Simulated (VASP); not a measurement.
An input for Ansatz (written as the equivalent of a VASP run, and not itself run):

Ansatz 0.2 input:
```yaml
crystal:
  lattice:
    - [6.4242690, 0.0000000, 0.0000000]
    - [3.2121350, 5.5635810, 0.0000000]
    - [0.0000000, 0.0000000, 12.6228960]
  atoms:
    - { symbol: Zr, position: [0.9166670, 0.9166670, 0.2376630] }
    - { symbol: Zr, position: [0.4166670, 0.4166670, 0.2376630] }
    - { symbol: Zr, position: [0.9166670, 0.4166670, 0.2376630] }
    - { symbol: Zr, position: [0.4166670, 0.9166670, 0.2376630] }
    - { symbol: Zr, position: [0.5833330, 0.5833330, 0.4475270] }
    - { symbol: Zr, position: [0.0833330, 0.0833330, 0.4475270] }
    - { symbol: Zr, position: [0.5833330, 0.0833330, 0.4475270] }
    - { symbol: Zr, position: [0.0833330, 0.5833330, 0.4475270] }
    - { symbol: Zr, position: [0.2500000, 0.2500000, 0.6574010] }
    - { symbol: Zr, position: [0.7500000, 0.7500000, 0.6574010] }
    - { symbol: Zr, position: [0.2500000, 0.7500000, 0.6574010] }
    - { symbol: Zr, position: [0.7500000, 0.2500000, 0.6574010] }
    - { symbol: N, position: [0.7500000, 0.7500000, 0.3425910] }
    - { symbol: N, position: [0.2500000, 0.2500000, 0.3425910] }
    - { symbol: N, position: [0.7500000, 0.2500000, 0.3425910] }
    - { symbol: N, position: [0.2500000, 0.7500000, 0.3425910] }
    - { symbol: N, position: [0.4166670, 0.4166670, 0.5524650] }
    - { symbol: N, position: [0.9166670, 0.9166670, 0.5524650] }
    - { symbol: N, position: [0.4166670, 0.9166670, 0.5524650] }
    - { symbol: N, position: [0.9166670, 0.4166670, 0.5524650] }
    - { symbol: N, position: [0.0833330, 0.0833330, 0.7623370] }
    - { symbol: N, position: [0.5833330, 0.5833330, 0.7623370] }
    - { symbol: N, position: [0.0833330, 0.5833330, 0.7623370] }
    - { symbol: N, position: [0.5833330, 0.0833330, 0.7623370] }
kpoints:
  mp_grid: { grid: [3, 3, 1] }
hamiltonian:
  xc: lda
  pseudopotentials: { kind: paw }
scf:
  occupations: { method: fermi_dirac, width: 0.1 }
  max_iter: 100
output: { forces: true, stress: true, eigenvalues: true }
```

Q: Translate this input to VASP (INCAR, KPOINTS, POSCAR, choice of POTCAR).

A: Several could match; the one computed here: 
### POSCAR
```
ZrN
1
    6.4242690000     0.0000000000     0.0000000000
    3.2121350000     5.5635810000     0.0000000000
    0.0000000000     0.0000000000    12.6228960000
Zr N
12 12
Direct
  0.9166670000   0.9166670000   0.2376630000
  0.4166670000   0.4166670000   0.2376630000
  0.9166670000   0.4166670000   0.2376630000
  0.4166670000   0.9166670000   0.2376630000
  0.5833330000   0.5833330000   0.4475270000
  0.0833330000   0.0833330000   0.4475270000
  0.5833330000   0.0833330000   0.4475270000
  0.0833330000   0.5833330000   0.4475270000
  0.2500000000   0.2500000000   0.6574010000
  0.7500000000   0.7500000000   0.6574010000
  0.2500000000   0.7500000000   0.6574010000
  0.7500000000   0.2500000000   0.6574010000
  0.7500000000   0.7500000000   0.3425910000
  0.2500000000   0.2500000000   0.3425910000
  0.7500000000   0.2500000000   0.3425910000
  0.2500000000   0.7500000000   0.3425910000
  0.4166670000   0.4166670000   0.5524650000
  0.9166670000   0.9166670000   0.5524650000
  0.4166670000   0.9166670000   0.5524650000
  0.9166670000   0.4166670000   0.5524650000
  0.0833330000   0.0833330000   0.7623370000
  0.5833330000   0.5833330000   0.7623370000
  0.0833330000   0.5833330000   0.7623370000
  0.5833330000   0.0833330000   0.7623370000
```

### KPOINTS
```
Automatic
0
gamma
  3 3 1
0 0 0
```

### INCAR
```
LASPH = .TRUE.   # aspherical one-centre terms
SIGMA = 0.1   # width (eV)
LREAL = Auto   # projection in real space or not
ISIF = 2   # forces and stress, cell fixed
NELM = 100
ENCUT = 400   # plane-wave cut-off (eV)
ALGO = Normal
SYSTEM = ZrN
PREC = Accurate
ISMEAR = -1   # Fermi-Dirac
LWAVE = .FALSE.
LCHARG = .FALSE.
LMAXMIX = 4
EDIFF = 1E-6   # SCF stop (eV)
```

POTCAR, in this order: Zr_sv N (LDA.64 set). Program: vasp_std.

The two are equivalent in intent, not identical: each code has its own PAW files, so the cut-off isn't converted (ENCUT is set for VASP's; basis.ecutwfc is left out, and Ansatz then takes the one that its files recommend); Ansatz stops its SCF on the density residual and VASP on the energy change (EDIFF); Ansatz's lda is the Perdew-Wang form, while the LDA potentials of VASP carry Perdew-Zunger's.

The cell is a sheet with vacuum, built from a database entry that may be metastable or hypothetical.
